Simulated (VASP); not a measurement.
These are r2SCAN meta-GGA, VASP's PBE PAW potentials (set 64) (plane waves; VASP) values and carry that method's errors.

Gaps are without spin-orbit coupling.

Task: Order these relaxed crystals by band gap, smallest first: GaAs, P6_3mc (186); MgI2, P-3m1 (164); BAs, P6_3mc (186); KBr, Fm-3m (225).

Result: GaAs, P6_3mc (186) (0.97 eV), BAs, P6_3mc (186) (1.33 eV), MgI2, P-3m1 (164) (4.20 eV), KBr, Fm-3m (225) (5.07 eV)
